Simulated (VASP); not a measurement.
Given:

```
CELL_PARAMETERS angstrom
      1.35841    -2.45833     0.00000
      1.35841     2.45833     0.00000
      0.00000     0.00000     4.34086
ATOMIC_POSITIONS crystal
  Re 0.33333 0.66667 0.25000
  Re 0.68582 0.35249 0.75000
```
Cell charge +0.02.

These are PBE GGA, VASP's PBE PAW potentials (set 64) (plane waves; VASP) values and carry that method's errors. Run with NELECT = 13.98, 400 eV cut-off, 14×14×8 Γ-centred mesh, Gaussian smearing of 0.050 eV, potentials Re.

The cell is charged, with a uniform compensating background.

Q: Give the force on each atom (eV/Å).

A: 
```json
[
 {"atom": "Re1", "Fx": "0.198", "Fy": "-0.208", "Fz": "0.000"},
 {"atom": "Re2", "Fx": "-0.198", "Fy": "0.208", "Fz": "0.000"}
]
```

Q: Give the stress tensor in GPa (positive for a compressed cell).

A: 
```
14.40  -1.71   0.00
-1.71  -1.17   0.00
 0.00   0.00  20.82
```
The pressure is its mean diagonal, 11.35 GPa.

The compound is Re in the hcp structure. The cell was not relaxed at this level, atoms are displaced from their ideal sites. The run is one of a series of settings (ISMEAR = 0, NELECT = 13.98, SIGMA = 0.05 against the base run), some of them coarse on purpose.
